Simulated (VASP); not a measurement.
# Cs2YPbBr6 (Fm-3m) in VASP: further runs

The runs below take Cs2YPbBr6 through single point, with PBE.

Everything below comes from runs of VASP 6.6.1. Logs are shortened: lines on timing, memory, paths and dates and some standing lists are left out, and cuts for length are marked.

## Step 1: The structure

Symmetry: Fm-3m, No. 225, cubic system. The conventional cell has a = 11.415 Å, b = 11.415 Å, c = 11.415 Å, α = 90.00°, β = 90.00°, γ = 90.00°. Pb (site symmetry m-3m) is surrounded by 6 Br at 2.92 Å. Br (site symmetry 4mm) is surrounded by 1 Y at 2.79 Å and 1 Pb at 2.92 Å. Around Y (site symmetry m-3m) lie 6 Br at 2.79 Å. Cs (site symmetry -43m) has 12 Br at 4.04 Å as nearest neighbours.

The cell was built by a generator and needn't be a form met in nature.

## Step 2: Single point, PBE

Input file INCAR:

```
SYSTEM = Cs2YPbBr6
  PREC = Accurate
  ENCUT = 520
  EDIFF = 1E-6
  ISMEAR = 1
  SIGMA = 0.0175
  LREAL = .FALSE.
  LASPH = .TRUE.
  NELM = 100
  ALGO = Fast
  ISIF = 2
  LWAVE = .FALSE.
  LCHARG = .FALSE.
  GGA = PE
  NBANDS = 54
```

Input file KPOINTS:

```
Automatic mesh
0
G
  3 3 3
  0 0 0
```

Input file POSCAR:

```
Cs2YPbBr6
1.0
    0.0000000000      5.7075430000      5.7075430000
    5.7075430000      0.0000000000      5.7075430000
    5.7075430000      5.7075430000      0.0000000000
Pb Br Y Cs
1 6 1 2
Direct
    0.5000000000      0.5000000000      0.5000000000
    0.7554000000      0.2446000000      0.2446000000
    0.2446000000      0.7554000000      0.2446000000
    0.2446000000      0.7554000000      0.7554000000
    0.7554000000      0.2446000000      0.7554000000
    0.2446000000      0.2446000000      0.7554000000
    0.7554000000      0.7554000000      0.2446000000
    0.0000000000      0.0000000000      0.0000000000
    0.2500000000      0.2500000000      0.2500000000
    0.7500000000      0.7500000000      0.7500000000
```

Potentials or basis: VASP PAW PBE potentials, release 64 (Pb_d, Br, Y_sv, Cs_sv).

The run is started by

```bash
cat potpaw_PBE.64/Pb_d/POTCAR potpaw_PBE.64/Br/POTCAR potpaw_PBE.64/Y_sv/POTCAR potpaw_PBE.64/Cs_sv/POTCAR > POTCAR
mpirun -np 1 vasp_std > vasp.out
```

OUTCAR:

```text
SYSTEM = Cs2YPbBr6
   PREC = Accurate
   ENCUT = 520
   EDIFF = 1E-6
   ISMEAR = 1
   LREAL = .FALSE.
   LASPH = .TRUE.
   NELM = 100
   ISIF = 2
   GGA = PE

 ion  position               nearest neighbor table
   1  0.500  0.500  0.500-   2 2.92   3 2.92   4 2.92   5 2.92   6 2.92   7 2.92
   2  0.755  0.245  0.245-   8 2.79   1 2.92
   3  0.245  0.755  0.245-   8 2.79   1 2.92
   4  0.245  0.755  0.755-   8 2.79   1 2.92
   5  0.755  0.245  0.755-   8 2.79   1 2.92
   6  0.245  0.245  0.755-   8 2.79   1 2.92
   7  0.755  0.755  0.245-   8 2.79   1 2.92
   8  0.000  0.000  0.000-   2 2.79   3 2.79   4 2.79   5 2.79   6 2.79   7 2.79
   9  0.250  0.250  0.250-
  10  0.750  0.750  0.750-

  LATTYP: Found a face centered cubic cell.
 ALAT       =    11.4150860000

  Lattice vectors:

 A1 = (   0.0000000000,   5.7075430000,   5.7075430000)
 A2 = (   5.7075430000,   0.0000000000,   5.7075430000)
 A3 = (   5.7075430000,   5.7075430000,   0.0000000000)

Analysis of symmetry for initial positions (statically):
=====================================================================
 Subroutine PRICEL returns:
 Original cell was already a primitive cell.

 Routine SETGRP: Setting up the symmetry group for a
 face centered cubic supercell.

 Subroutine GETGRP returns: Found 48 space group operations
 (whereof 48 operations were pure point group operations)
 out of a pool of 48 trial point group operations.

The static configuration has the point symmetry O_h .

Analysis of symmetry for dynamics (positions and initial velocities):
=====================================================================
 Subroutine PRICEL returns:
 Original cell was already a primitive cell.

 Routine SETGRP: Setting up the symmetry group for a
 face centered cubic supercell.

 Subroutine GETGRP returns: Found 48 space group operations
 (whereof 48 operations were pure point group operations)
 out of a pool of 48 trial point group operations.

The dynamic configuration has the point symmetry O_h .

 Subroutine INISYM returns: Found 48 space group operations
 (whereof 48 operations are pure point group operations),
 and found     1 'primitive' translations

----------------------------------------------------------------------------------------

                                     Primitive cell

  volume of cell :     371.8584

  direct lattice vectors                    reciprocal lattice vectors
     0.000000000  5.707543000  5.707543000    -0.087603370  0.087603370  0.087603370
     5.707543000  0.000000000  5.707543000     0.087603370 -0.087603370  0.087603370
     5.707543000  5.707543000  0.000000000     0.087603370  0.087603370 -0.087603370

  length of vectors
     8.071684718  8.071684718  8.071684718     0.151733487  0.151733487  0.151733487

  position of ions in fractional coordinates (direct lattice)
     0.500000000  0.500000000  0.500000000
     0.755400000  0.244600000  0.244600000
     0.244600000  0.755400000  0.244600000
     0.244600000  0.755400000  0.755400000
     0.755400000  0.244600000  0.755400000
     0.244600000  0.244600000  0.755400000
     0.755400000  0.755400000  0.244600000
     0.000000000  0.000000000  0.000000000
     0.250000000  0.250000000  0.250000000
     0.750000000  0.750000000  0.750000000

  ion indices of the primitive-cell ions
   primitive index   ion index
                 1           1
                 2           2
                 3           3
                 4           4
                 5           5
                 6           6
                 7           7
                 8           8
                 9           9
                10          10

----------------------------------------------------------------------------------------

 KPOINTS: Automatic mesh

Automatic generation of k-mesh.
 Grid dimensions read from file:
 generate k-points for:    3    3    3

 Generating k-lattice:

  Cartesian coordinates                     Fractional coordinates (reciprocal lattice)
    -0.029201123  0.029201123  0.029201123     0.333333333  0.000000000  0.000000000
     0.029201123 -0.029201123  0.029201123     0.000000000  0.333333333  0.000000000
     0.029201123  0.029201123 -0.029201123     0.000000000  0.000000000  0.333333333

  Length of vectors
     0.050577829  0.050577829  0.050577829

  Shift w.r.t. Gamma in fractional coordinates (k-lattice)
     0.000000000  0.000000000  0.000000000

 Subroutine IBZKPT returns following result:
 ===========================================

 Found      4 irreducible k-points:

 Following reciprocal coordinates:
            Coordinates               Weight
  0.000000  0.000000  0.000000      1.000000
  0.333333  0.000000  0.000000      8.000000
  0.333333  0.333333  0.000000      6.000000
 -0.333333  0.333333  0.000000     12.000000
   k-points           NKPTS =      4   k-points in BZ     NKDIM =      4   number of bands    NBANDS=     54
   number of dos      NEDOS =    301   number of ions     NIONS =     10
   total plane-waves  NPLWV = 216000
   dimension x,y,z NGX =    60 NGY =   60 NGZ =   60
   dimension x,y,z NGXF=   120 NGYF=  120 NGZF=  120
   ions per type =               1   6   1   2
   NGX,Y,Z   is equivalent  to a cutoff of  12.36, 12.36, 12.36 a.u.
   NGXF,Y,Z  is equivalent  to a cutoff of  24.72, 24.72, 24.72 a.u.
 SYSTEM =  Cs2YPbBr6
   PREC   = accura    normal or accurate (medium, high low for compatibility)
   ISTART =      0    job   : 0-new  1-cont  2-samecut
   ICHARG =      2    charge: 1-file 2-atom 10-const
   ISPIN  =      1    spin polarized calculation?
   LNONCOLLINEAR =      F non collinear calculations
   LSORBIT =      F    spin-orbit coupling
   LASPH  =      T    aspherical Exc in radial PAW
   ENCUT  =  520.0 eV  38.22 Ry    6.18 a.u.  15.01 15.01 15.01*2*pi/ulx,y,z
   NELM   =    100;   NELMIN=  2; NELMDL= -5     # of ELM steps
   EDIFF  = 0.1E-05   stopping-criterion for ELM
   LREAL  =      F    real-space projection
   EDIFFG = 0.1E-04   stopping-criterion for IOM
   NSW    =      0    number of steps for IOM
   IBRION =     -1    ionic relax: 0-MD 1-quasi-New 2-CG
   NFREE  =      0    steps in history (QN), initial steepest desc. (CG)
   ISIF   =      2    stress and relaxation
   ISYM   =      2    0-nonsym 1-usesym 2-fastsym
   POTIM  = 0.5000    time-step for ionic-motion
   TEBEG  =    0.0;   TEEND  =   0.0 temperature during run
   PSTRESS=    0.0 pullay stress
   NELECT =      85.0000    total number of electrons
   NUPDOWN=      -1.0000    fix difference up-down
   EMIN   =  10.00;   EMAX   =-10.00  energy-range for DOS
   EFERMI =   0.00;   METHOD = LEGACY
   ISMEAR =     1;   SIGMA  =   0.02  broadening in eV -4-tet -1-fermi 0-gaus
   EFERMI_NEDOS =   21; number of points for ismear=-14 and -15
   IALGO  =     68    algorithm
   IMIX   =      4    mixing-type and parameters
     AMIX     =   0.40;   BMIX     =  1.00
     AMIX_MAG =   1.60;   BMIX_MAG =  1.00
  volume/ion in A,a.u.               =      37.19       250.94
  Fermi-wavevector in a.u.,A,eV,Ry     =   1.000972  1.891563 13.632290  1.001945
  Thomas-Fermi vector in A             =   2.133364
   LORBIT       =      0    0 simple, 1 ext, 2 COOP (PROOUT), +10 PAW based schemes
   GGA     = PE    functional components
   LHFCALC =     F    Hartree Fock is set to
   AEXX    =    0.0000 exact exchange contribution
   IVDW    =     0    specifies the selected vdW correction
   LEPSILON=     F    determine dielectric tensor
   LRPA    =     F    only Hartree local field effects (RPA)
 non-spin polarized calculation
 RMM-DIIS sequential band-by-band and
 Methfessel and Paxton  Order N= 1 SIGMA  =   0.02
  energy-cutoff  :      520.00
  volume of cell :      371.86
 maximum number of plane-waves:     10053
   NGX = 29   NGY = 29   NGZ = 29

 number of electron      85.0000004 magnetization

 Free energy of the ion-electron system (eV)
  ---------------------------------------------------
  ext. energy  EPLUGINS =         0.00000000
  ---------------------------------------------------
  free energy    TOTEN  =       -36.14357478 eV

  energy without entropy =      -36.14140873  energy(sigma->0) =      -36.14285276

 E-fermi :   4.1712     XC(G=0):  -7.9779

 val. band max:        3.8908633834   @ k =   0.3333   0.0000   0.0000
 cond. band min:       4.1721055117   @ k =  -0.3333   0.3333   0.0000
 fundamental gap:      0.2812421284
 Fermi energy:         4.1712481160

 k-point     1 :       0.0000    0.0000    0.0000
  band No.  band energies     occupation
      1     -40.7207      2.00000
      2     -20.7872      2.00000
      3     -20.7872      2.00000
      4     -20.7872      2.00000
      5     -19.8657      2.00000
      6     -19.8610      2.00000
[... 46 lines left out ...]
     53       6.9027      0.00000
     54       6.9361      0.00000

 k-point     2 :       0.3333    0.0000    0.0000
  band No.  band energies     occupation
      1     -40.7207      2.00000
      2     -20.7874      2.00000
      3     -20.7872      2.00000
      4     -20.7872      2.00000
      5     -19.8643      2.00000
      6     -19.8620      2.00000
[... 46 lines left out ...]
     53       6.6166      0.00000
     54       6.6351      0.00000

 k-point     3 :       0.3333    0.3333    0.0000
  band No.  band energies     occupation
      1     -40.7207      2.00000
      2     -20.7874      2.00000
      3     -20.7873      2.00000
      4     -20.7873      2.00000
      5     -19.8642      2.00000
      6     -19.8620      2.00000
[... 46 lines left out ...]
     53       6.8241      0.00000
     54       7.0484      0.00000

 k-point     4 :      -0.3333    0.3333    0.0000
  band No.  band energies     occupation
      1     -40.7207      2.00000
      2     -20.7873      2.00000
      3     -20.7873      2.00000
      4     -20.7872      2.00000
      5     -19.8631      2.00000
      6     -19.8630      2.00000
[... 46 lines left out ...]
     53       6.9608      0.00000
     54       6.9876      0.00000

------------------------ aborting loop because EDIFF is reached ----------------------------------------

  FORCE on cell =-STRESS in cart. coord.  units (eV):
  Direction    XX          YY          ZZ          XY          YZ          ZX
  --------------------------------------------------------------------------------------
  -------------------------------------------------------------------------------------
  Total        6.3115452      6.3115452      6.3115452      0.0000000      0.0000000     -0.0000000
  in kB       27.1937255     27.1937255     27.1937255      0.0000000      0.0000000     -0.0000000
  external PRESSURE =      27.1937255 kB  Pullay stress =       0.0000000 kB

 VOLUME and BASIS-vectors are now :
 -----------------------------------------------------------------------------
  energy-cutoff  :      520.00
  volume of cell :      371.86
      direct lattice vectors                 reciprocal lattice vectors
     0.000000000  5.707543000  5.707543000    -0.087603370  0.087603370  0.087603370
     5.707543000  0.000000000  5.707543000     0.087603370 -0.087603370  0.087603370
     5.707543000  5.707543000  0.000000000     0.087603370  0.087603370 -0.087603370

 POSITION                                       TOTAL-FORCE (eV/Angst)
 -----------------------------------------------------------------------------------
      5.70754      5.70754      5.70754        -0.000000     -0.000000      0.000000
      2.79213      5.70754      5.70754        -0.456540     -0.000000      0.000000
      5.70754      2.79213      5.70754        -0.000000     -0.456540      0.000000
      8.62296      5.70754      5.70754         0.456540     -0.000000      0.000000
      5.70754      8.62296      5.70754        -0.000000      0.456540      0.000000
      5.70754      5.70754      2.79213        -0.000000     -0.000000     -0.456540
      5.70754      5.70754      8.62296        -0.000000     -0.000000      0.456540
      0.00000      0.00000      0.00000        -0.000000     -0.000000      0.000000
      2.85377      2.85377      2.85377        -0.000000     -0.000000      0.000000
      8.56131      8.56131      8.56131        -0.000000     -0.000000      0.000000
 -----------------------------------------------------------------------------------
    total drift:                                0.000000      0.000000      0.000000

  FREE ENERGIE OF THE ION-ELECTRON SYSTEM (eV)
  ---------------------------------------------------
  free  energy   TOTEN  =       -36.1435747776 eV

  energy  without entropy=      -36.1414087325  energy(sigma->0) =      -36.14285276
```

It took 9.5 min on 1 thread of AMD EPYC 7R43 (Zen 3), shared host; peak memory 0.52 GiB.

Results:

- Free energy: -36.1436 eV
- Pressure: 2.7 GPa
- Largest force: 0.457 eV/Å
- Band gap on the k mesh: none (metal or under the smearing width)

Forces on the atoms (eV/Å):
```
Pb   0.000  0.000  0.000
Br  -0.457  0.000  0.000
Br   0.000 -0.457  0.000
Br   0.457  0.000  0.000
Br   0.000  0.457  0.000
Br   0.000  0.000 -0.457
Br   0.000  0.000  0.457
Y    0.000  0.000  0.000
Cs   0.000  0.000  0.000
Cs   0.000  0.000  0.000
```

Caveat: an odd number of electrons without spin polarisation forces a metal; a magnetic or distorted state may lie lower. The run has no spin-orbit coupling, so splittings on Cs, Pb are missing.

(Part 1 of 2 ends here.)
